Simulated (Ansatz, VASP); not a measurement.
## Cross-check of Si2MoN4 (MoSi2N4 monolayer) between VASP and Ansatz

Wanted: the spread between two codes on one cell, functional and k mesh. Of the first pair: The structure shown is the start of the Ansatz relaxation below; VASP solves that cell, so the two are compared at the walk's first step.

Program: Ansatz 0.2.0. Level of theory: plane waves, with VASP 6.6.1 beside it; single point at PBE with D3(BJ). Results are calculated unless marked as measured.

### 1. The structure

The cell holds 7 atoms: 4 N, 2 Si and 1 Mo. Cell: a = 2.920 Å, b = 2.920 Å, c = 44.762 Å, α = 90.0°, β = 90.0°, γ = 120.0°. Vacuum lies along c.

As a file:

```xyz
7
Lattice="2.9200 0.0000 0.0000 -1.4600 2.5288 0.0000 0.0000 0.0000 44.7618" Properties=species:S:1:pos:R:3
N     0.0000    0.0000   18.9500
N     0.0000    1.6859   21.1694
N     0.0000    1.6859   23.5924
N     0.0000    0.0000   25.8118
Si    0.0000    1.6859   19.4194
Si    0.0000    1.6859   25.3424
Mo    0.0000    0.0000   22.3809
```

### 2. Ansatz: relaxation, PBE with D3(BJ)

Ansatz runs on its PAW soft_1 files.

The two programs are compared at the cell with which this relaxation starts, whose forces are those of its first step.

input.yaml reads:

```yaml
crystal:
  lattice:
    - [2.92, 0.0, 0.0]
    - [-1.46, 2.5287941791, 0.0]
    - [0.0, 0.0, 44.7617906189]
  atoms:
    - { symbol: "N", position: [0.0, 0.0, 0.4233521434] }
    - { symbol: Si, position: [0.3333333333, 0.6666666667, 0.4338394871] }
    - { symbol: "N", position: [0.3333333333, 0.6666666667, 0.4729353314] }
    - { symbol: Mo, position: [0.0, 0.0, 0.5] }
    - { symbol: "N", position: [0.3333333333, 0.6666666667, 0.5270646686] }
    - { symbol: Si, position: [0.3333333333, 0.6666666667, 0.5661605129] }
    - { symbol: "N", position: [0.0, 0.0, 0.5766478566] }
  periodic: [true, true, false]
kpoints:
  mp_grid: { grid: [12, 12, 1] }
hamiltonian:
  xc: pbe
  dispersion: d3bj
  pseudopotentials: { kind: paw, azcp: { folder: soft_1 } }
scf:
  occupations: { method: fermi_dirac, width: 0.05 }
  convergence: { dr2_threshold: 1.0e-09 }
relax:
  f_tol: 0.004
  max_steps: 90
  cell: {}
output:
  write_potential: true
  write_density: true
  volumetric_format: npy
```

Command:

```console
ansatz run input.yaml --threads 2 --pin off --max-ram 3072MiB --backend cpu --events-out ev --progress --plain --runs-dir out
```

Numbers of over 12 decimals in the logs are rounded to 6 here.

The program printed:

```text
Warning: relax.cell: scf.convergence.dr2_threshold = 1e-9 eV is looser than the 2.46201478023e-10 eV advised for a relaxation that steers and ends on the stress (1e-10 eV for each atom of the cell: 7, times the square of relax.cell.stress_2d_tol = 0.05 N/m over 16.9 Å (the atoms' height at the walk's start and 5 Å past either face), 2.965e-2 GPa, over a crystal's default 0.05). What an SCF threshold leaves in a stress goes as its square root, and in the free energy as the threshold itself, and one threshold admits the most on a small cell: [figures from the program's tests cut] Set scf.convergence.dr2_threshold to 2.46201478023e-10 eV or tighter. [rest of the remark cut]
Engine: ansatz 0.2.0, aarch64-unknown-linux-gnu
Pseudopotentials: kind: paw
Pseudopotential: N, paw, valence charge 5, recommended cutoff 420 eV (normal), soft_1/N.paw.azcp
Pseudopotential: Si, paw, valence charge 4, recommended cutoff 420 eV (normal), soft_1/Si.paw.azcp
Pseudopotential: Mo, paw, valence charge 14, recommended cutoff 420 eV (normal), soft_1/Mo.paw.azcp
Functional definition: PBE
  parameter kappa = 0.804
  parameter beta = 0.066725
  exchange = pbe_x(kappa = kappa, mu = beta*pi^2/3)
  correlation = pbe_c(beta = beta)
Crystal: 7 atoms, lattice volume = 330.525 Å³
Basis set: ecut = 420 eV, 6413 PW (Γ), exchange–correlation on 40×40×600 points (8 copies of the dense FFT grid, shifted against one another)
Bands: 28, of which v1, the nominal top of the filled ones, is band 21 counted from 1 (20 counted from 0)
Symmetry: 12 space group operations
Space group: P-6m2 (ITA 187), of the structure as read, at distance tolerance 6.9e-5 Å
k-points: 19 of 144 (time reversal used)
Non-local potential: N, projectors of the file, l = 0: 2, l = 1: 2, l = 2: 1
Non-local potential: Si, projectors of the file, l = 0: 2, l = 1: 2, l = 2: 1
Non-local potential: Mo, projectors of the file, l = 0: 3, l = 1: 2, l = 2: 2, l = 3: 1
PAW form: soft (Blöchl's): semilocal exchange-correlation on the pseudo side does not see the compensation charge
PAW one-centre angular grid: N, 110 points (default); XC on 64 Gauss nodes
PAW one-centre angular grid: Si, 110 points (default); XC on 64 Gauss nodes
PAW one-centre angular grid: Mo, 590 points (default); XC on 64 Gauss nodes
Initial density: superposition of atomic densities (neutral atoms: chi_scale 0, normalization atom)
Initial wavefunctions: pseudopotential atomic-orbital guess
Functional: x = pbe(κ = 0.804, μ = 0.219515), c = pbe(β = 0.066725)
SCF iter   1: F=—  HF=-7781.620116 eV  |F-HF|=—  |Δ(HF+E_count)|=         —  Δρ=9.71e-2  dr2=3.63e1  ethr=3.10e-3  ⟨swp⟩=17.6  Hψ=5143  notcnv=0  defer=1
preconditioner: auto → Resta (q_TF=auto, 1.934 Å⁻¹)  ε∞=1.8  [insulator: Δε(μ)=1.999 eV  Ē_g=13.684 eV  σ=0.050 eV  W_gap=1.00  n_scr=26 (ndim 8)  ℏωp=11.9 eV  f_vac=0.758  D(μ)=0.00/eV (n_scr^D=0)  ε∞_Penn≈1.8  vacuum switching on, ρ_ref=1.4e-2 e/Å³]
SCF iter   2: F=—  HF=-7774.632218 eV  |F-HF|=—  |Δ(HF+E_count)|=    6.99e0  Δρ=6.46e-2  dr2=1.98e1  ethr=3.10e-3  ⟨swp⟩=6.5  Hψ=2231  notcnv=0  defer=26
preconditioner: auto → LDOS  [insulator: Δε(μ)=0.242 eV  Ē_g=11.172 eV  σ=0.050 eV  W_gap=0.84  n_scr=26 (ndim 8)  ℏωp=11.9 eV  f_vac=0.763  D(μ)=0.09/eV (n_scr^D=2)  ε∞_Penn≈2.1  β→1.0]
SCF iter   3: F=—  HF=-7772.508903 eV  |F-HF|=—  |Δ(HF+E_count)|=    2.12e0  Δρ=2.56e-2  dr2=3.86e0  ethr=3.10e-3  ⟨swp⟩=5.8  Hψ=1668  notcnv=0  defer=35
SCF iter   4: F=—  HF=-7771.721136 eV  |F-HF|=—  |Δ(HF+E_count)|=   7.88e-1  Δρ=7.34e-3  dr2=2.19e-1  ethr=3.10e-3  ⟨swp⟩=4.9  Hψ=1509  notcnv=0  defer=25
SCF iter   5: F=—  HF=-7771.770918 eV  |F-HF|=—  |Δ(HF+E_count)|=   4.98e-2  Δρ=5.43e-3  dr2=3.88e-1  ethr=5.22e-4  ⟨swp⟩=5.5  Hψ=1704  notcnv=0  defer=35
SCF iter   6: F=—  HF=-7771.694259 eV  |F-HF|=—  |Δ(HF+E_count)|=   7.67e-2  Δρ=1.71e-3  dr2=2.19e-2  ethr=5.22e-4  ⟨swp⟩=4.1  Hψ=1147  notcnv=0  defer=32
SCF iter   7: F=—  HF=-7771.691515 eV  |F-HF|=—  |Δ(HF+E_count)|=   2.74e-3  Δρ=4.39e-4  dr2=6.03e-4  ethr=5.20e-5  ⟨swp⟩=3.6  Hψ=1220  notcnv=0  defer=32
SCF iter   8: F=—  HF=-7771.691541 eV  |F-HF|=—  |Δ(HF+E_count)|=   2.67e-5  Δρ=1.14e-4  dr2=3.64e-5  ethr=1.44e-6  ⟨swp⟩=3.5  Hψ=1193  notcnv=0  defer=32
SCF iter   9: F=—  HF=-7771.691551 eV  |F-HF|=—  |Δ(HF+E_count)|=   9.63e-6  Δρ=4.19e-5  dr2=6.81e-6  ethr=8.66e-8  ⟨swp⟩=4.2  Hψ=1364  notcnv=0  defer=32
[...]
SCF iter   2: F=—  HF=-7771.795338 eV  |F-HF|=—  |Δ(HF+E_count)|=   8.47e-5  Δρ=1.14e-5  dr2=7.44e-7  ethr=3.95e-9  ⟨swp⟩=2.9  Hψ=959  notcnv=0
SCF iter   3: F=—  HF=-7771.795338 eV  |F-HF|=—  |Δ(HF+E_count)|=   1.12e-7  Δρ=5.95e-6  dr2=1.02e-7  ethr=1.77e-9  ⟨swp⟩=3.8  Hψ=1087  notcnv=0
SCF iter   4: F=—  HF=-7771.795338 eV  |F-HF|=—  |Δ(HF+E_count)|=   5.68e-9  Δρ=2.61e-6  dr2=1.67e-8  ethr=2.43e-10  ⟨swp⟩=3.6  Hψ=1135  notcnv=0
SCF iter   5: F=—  HF=-7771.795338 eV  |F-HF|=—  |Δ(HF+E_count)|=  3.29e-10  Δρ=6.94e-7  dr2=1.20e-9  ethr=3.98e-11  ⟨swp⟩=3.8  Hψ=1229  notcnv=0
SCF iter   6: F=-7771.795338 eV  HF=-7771.795338 eV  |F-HF|=8.73e-11  |Δ(HF+E_count)|=  1.78e-10  Δρ=1.81e-7  dr2=7.71e-11  ethr=2.38e-12  ⟨swp⟩=12.5  Hψ=4416  notcnv=0
SCF 8 converged in 6 iterations: F = -7771.795338 eV  dr2 = 7.71e-11
relax step   8: F+E_penalty+E_count = -7771.79533799 eV  Δ(F+E_penalty+E_count) = -2.292e-5 eV  max|allowed force component| = 9.694e-5 eV/Å  Δτ_max = 0.0002 Å  P = -0.000 N/m  Ω = 322.822 Å³  energy of the carried Pulay correction = +2.052e-5 eV  fix = [c, alpha, beta]  reactions: c -0.000 N/m  (6 SCF iters, accepted)
iter 1 solved again at ethr=1.96e-7 eV; its pass at ethr=3.10e-3 eV (dr2=8.23e-5 eV) is discarded
SCF iter   1: F=—  HF=-7771.795265 eV  |F-HF|=—  |Δ(HF+E_count)|=         —  Δρ=3.30e-6  dr2=1.72e-8  ethr=1.96e-7  ⟨swp⟩=6.8  Hψ=8156  notcnv=0
eigensolver tolerance schedule: the retry pair's looser diagonalisation over-reported the residual by 4796.81 of it (diagonalisation noise at 0.44 of the residual, at the tolerance the schedule requests for it); recorded, not acted on — ethr = c·dr2/N_el stays at c = 1.0e-1
SCF iter   2: F=—  HF=-7771.795316 eV  |F-HF|=—  |Δ(HF+E_count)|=   5.01e-5  Δρ=1.89e-6  dr2=1.31e-8  ethr=4.08e-11  ⟨swp⟩=6.6  Hψ=2335  notcnv=0
SCF iter   3: F=—  HF=-7771.795316 eV  |F-HF|=—  |Δ(HF+E_count)|=   2.01e-9  Δρ=1.17e-6  dr2=2.81e-9  ethr=3.13e-11  ⟨swp⟩=2.8  Hψ=734  notcnv=0
SCF iter   4: F=-7771.795316 eV  HF=-7771.795316 eV  |F-HF|=1.58e-10  |Δ(HF+E_count)|=  1.89e-10  Δρ=7.64e-7  dr2=9.51e-10  ethr=2.38e-12  ⟨swp⟩=18.2  Hψ=5667  notcnv=0
SCF 9 converged in 4 iterations: F = -7771.795316 eV  dr2 = 9.51e-10
relax step   9: F+E_penalty+E_count = -7771.79531555 eV  Δ(F+E_penalty+E_count) = +2.244e-5 eV  max|allowed force component| = 1.211e-4 eV/Å  Δτ_max = 0.0000 Å  P = -0.001 N/m  Ω = 322.822 Å³  fix = [c, alpha, beta]  reactions: c -0.000 N/m  stress off target by 5.91e-4 N/m on what of the cell is left free  SCF on the basis re-selected at this cell (its energy is not comparable with the rows above)  (4 SCF iters)
basis re-selected at this cell: Δ(F+E_penalty+E_count) = +2.244e-5 eV, ΔP = -0.000 N/m vs the last step (what re-selecting the basis moved, of the pressure what is left beyond the Pulay correction that the steps carried, after the strain that the cell walked since its last selection, with what the two solves' SCF thresholds leave and, on support functions, any second-order correction that the steps lacked; it is no m [...]
WARN: The output density's exchange-correlation potential varies sharply where the density is thin. Do not read a vacuum level from v_tot or v_xc, or from such a field of the output density. On a cell that repeats whose density bears no net charge and no dipole along the vacuum's axis use v_es (v_loc + v_h of the components); under efield.dipole_correction with no amplitude use v_es + v_field, which holds any externa [...]
SCF converged after 4 iterations
Free energy (F): -7771.795316 eV
Harris-Foulkes:  -7771.795316 eV  (|F-HF|=1.58e-10)
Internal energy: -7771.795316 eV  (E = F + TS)
E sigma→0 (E₀):  -7771.795316 eV
Fermi energy:    -4.521231 eV
--- Per-component energies (eV) ---
  E_band       = -815.349479
  E_kinetic    = 1037.015974
  E_local      = -191156.356156  (includes V_loc(G=0)·N_el)
  E_nonlocal   = 328.322652
  E_hartree    = 94921.321480
  E_xc         = -531.857394
  E_vxc        = -623.271545  (∫ρ·V_xc dr)
  E_paw        = -4747.219000  (= ΣΔE_a)
  E_vpaw       = -243.701764  (= ΣTr[D̂ρ^β])
  E_aug_tail   = 0.003590  (compensation charges beyond the density's cutoff)
  E_ewald      = 92378.823687
  E_disp       = -1.850146  (pairwise vdW)
  E_smearing   = -0.000000  (= −TS)
  E_closure    = 0.000000  (closes the sum)
  Σ components = -7771.795316   (vs F -7771.795316, Δ=0.00e0)
--- Forces (eV/Å), atoms counted from 1 ---
  atom   1  N     -0.00000000    -0.00000000    -0.00006858
  atom   2  Si     0.00000000     0.00000000    -0.00007628
  atom   3  N     -0.00000000    -0.00000000     0.00012111
  atom   4  Mo     0.00000000    -0.00000000    -0.00000000
  atom   5  N     -0.00000000    -0.00000000    -0.00012111
  atom   6  Si     0.00000000     0.00000000     0.00007628
  atom   7  N      0.00000000    -0.00000000     0.00006858
  max |Σ_I F_I| component: 2.59e-16 eV/Å
--- 2D stress c σ (N/m, compression-positive) ---
       -0.000591      -0.000000      -0.000000
       -0.000000      -0.000591      -0.000000
       -0.000000      -0.000000      -0.000000
  P = ½ c Tr σ = -0.0006 N/m
--- Band table (eV; the first three rows and the last of 19) ---
  k-point 0: bands = [... 17 lower, -7.8429, -7.8429, -7.7803, -5.5429, -2.5620, -2.5620, -2.2628, -2.2628, ... 3 higher]
  k-point 1: bands = [... 17 lower, -8.1145, -7.9876, -7.5477, -5.6247, -2.7375, -2.5896, -2.3717, -2.0693, ... 3 higher]
  k-point 2: bands = [... 17 lower, -8.3675, -8.3417, -7.5875, -5.9996, -2.8390, -2.6457, -2.3482, -1.6001, ... 3 higher]
  k-point 18: bands = [... 17 lower, -9.5066, -7.5627, -6.8494, -5.8930, -3.5027, -2.1855, -1.3521, -0.3312, ... 3 higher]
  ° read free of the cell's end (the report's vacuum.weakly_bound_levels)
--- Relaxed structure (7 steps of the walk, 7 accepted, 2 SCFs on fresh bases) ---
  F+E_penalty+E_count = -7771.79531555 eV   max|allowed force component| = 1.211e-4 eV/Å   (the final SCF, on the basis selected at the relaxed cell)
  cell:  # Å, volume = 322.8224 Å³
    - [2.885777, 0, 0]
    - [-1.442889, 2.499156, 0]
    - [0, 0, 44.7617906189]
  atoms:
    - { symbol: N, position: [1.0214731234258073e-17, -5.207489833058447e-17, 0.421161] }
    - { symbol: Si, position: [0.333333, 0.666667, 0.432893] }
    - { symbol: N, position: [0.333333, 0.666667, 0.472004] }
    - { symbol: Mo, position: [1.0573552618554984e-17, -5.1357255561990646e-17, 0.5] }
    - { symbol: N, position: [0.333333, 0.666667, 0.527996] }
    - { symbol: Si, position: [0.333333, 0.666667, 0.567107] }
    - { symbol: N, position: [1.0932374002851913e-17, -5.063961279339679e-17, 0.578839] }
```

In the SCF lines HF is the Harris–Foulkes energy and dr2 the Hartree energy of the density residual, in eV; the loop may stop once dr2 is under the threshold and the program's other checks hold. Hψ counts applications of the Hamiltonian.

[end of part 1 of 2]

[Lines on the potential files, build, host, timing and source positions are cut from VASP's logs without a mark.]

[Logs are printed without paths, hosts, clocks, repeated set-up lines and the standing remarks that a program may print on its own settings, such as how far it seeks lower states.]

[Hosts, paths, dates, database ids (printed as entryN), source tags and the programs' standing remarks are cut or masked in the printed files.]
